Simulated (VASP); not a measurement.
## SiO₂ (space group P6_222): computed properties

These are r2SCAN meta-GGA, VASP's PBE PAW potentials (set 64) (plane waves; VASP) values and carry that method's errors.

```
Property                                                                                            Result
---------------------------------------------  -----------------------------------------------------------
space group                                                                                   P6_222 (180)
cell                                           a = b = 5.0634 Å, c = 5.5425 Å, α = β = 90.00°, γ = 120.00°
volume per atom                                                                              13.67 Å³/atom
band gap (over mesh and band path)                                                                 6.29 eV
smallest direct gap (over mesh and band path)                                                      6.49 eV
density                                                                                         2.43 g/cm³
mean ε∞ (independent particles)                                                                       2.26
```

```cif
data_O6Si3
_chemical_formula_sum 'Si3 O6'
_space_group_name_H-M_alt 'P6222'
_space_group_IT_number 180
_space_group_name_Hall 'P 62 2 (0 0 4)'
_cell_length_a 5.06343
_cell_length_b 5.06343
_cell_length_c 5.54255
_cell_angle_alpha 90.000
_cell_angle_beta 90.000
_cell_angle_gamma 120.000
loop_
_atom_site_label
_atom_site_type_symbol
_atom_site_symmetry_multiplicity
_atom_site_Wyckoff_symbol
_atom_site_fract_x
_atom_site_fract_y
_atom_site_fract_z
_atom_site_occupancy
Si1 Si 3 c 0.50000 0.00000 0.00000 1
O1 O 6 j 0.41709 0.20855 0.16667 1
```

The structure comes from a computed database's SiO2 entry (P6_222); how it stands against other phases isn't given here. It was relaxed first. Symmetry was kept, so distortions that lower it aren't found.
